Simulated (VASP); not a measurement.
Input of a VASP 6.6.1 run:

Contents of INCAR:

```
PREC = Accurate ; ENCUT = 520
EDIFF = 1E-7 ; ISMEAR = 0
SIGMA = 0.1 ; LREAL = F
LASPH = T ; NELM = 120
ALGO = Normal ; ISIF = 3
LWAVE = F ; LCHARG = F
GGA = PE ; IBRION = 2
NSW = 60 ; EDIFFG = -0.005
POTIM = 0.3 ; KPAR = 4
```

File KPOINTS:

```
Automatic mesh
0
Gamma
  16 16 10
```

Contents of POSCAR:

```
TiSn                                    
1.0
    3.1679141046      0.0000000000      0.0000000000
   -1.5839570523      2.7434940883      0.0000000000
   -0.0000000000     -0.0000000000      4.6135358714
  Ti              Sn            
     1     1
Direct
     1.0000000000000000    1.0000000000000000    1.0000000000000000
     0.6666666699999979    0.3333333300000021    0.5000000000000000
```

Potentials or basis: VASP PAW PBE potentials, release 64 (Ti_sv, Sn_d).

Command:

```console
$ cat potpaw_PBE.64/Ti_sv/POTCAR potpaw_PBE.64/Sn_d/POTCAR > POTCAR
$ mpirun -np 4 vasp_std > vasp.out
```

Task: Estimate the relaxed volume.

Result: 20.06 Å³/atom.

Task: Predict the relaxed cell.

Result: a = 3.169 Å, b = 3.169 Å, c = 4.614 Å, α = 90.00°, β = 90.00°, γ = 120.00°.

Task: Predict the band gap on the k mesh.

Result: None (metal or under the smearing width).

Final structure:
```xyz
2
Lattice="3.1688 0.0000 0.0000 -1.5844 2.7443 0.0000 0.0000 0.0000 4.6140" Properties=species:S:1:pos:R:3 pbc="T T T"
Ti    1.5844    2.7443    0.0000
Sn    1.5844    0.9148    2.3070
```
